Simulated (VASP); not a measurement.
A run of VASP 6.6.1:

Contents of INCAR:

```
PREC = Accurate
ENCUT = 600
EDIFF = 1E-6
ISMEAR = 0
SIGMA = 0.1
LREAL = False
LASPH = True
NELM = 60
ALGO = Normal
ISIF = 3
LWAVE = False
LCHARG = False
GGA = PS
IBRION = 2
NSW = 80
EDIFFG = -0.05
PSTRESS = 408.0
```

File KPOINTS:

```
Automatic mesh
0
Gamma
  8 8 8
```

Contents of POSCAR:

```
Bi
1.0
   -1.9814305318      1.9814305318      1.9814305318
    1.9814305318     -1.9814305318      1.9814305318
    1.9814305318      1.9814305318     -1.9814305318
Bi
1
Direct
    0.0000000000      0.0000000000      0.0000000000
```

Potentials or basis: VASP PAW PBE potentials, release 64 (Bi_d).

The run is started by

```bash
$ cat potpaw_PBE.64/Bi_d/POTCAR > POTCAR
$ mpirun -np 1 vasp_std > vasp.out
```

Hardware: 1 thread of Intel(R) Xeon(R) Platinum 8375C CPU @ 2.90GHz (Ice Lake), with other jobs on the host.

How long does it take, and how much memory?

It took 98 s on 1 thread of Intel(R) Xeon(R) Platinum 8375C CPU @ 2.90GHz (Ice Lake) (shared host), peak memory 0.19 GiB. Counts: scf iterations 69, k points 29, ion steps 7.
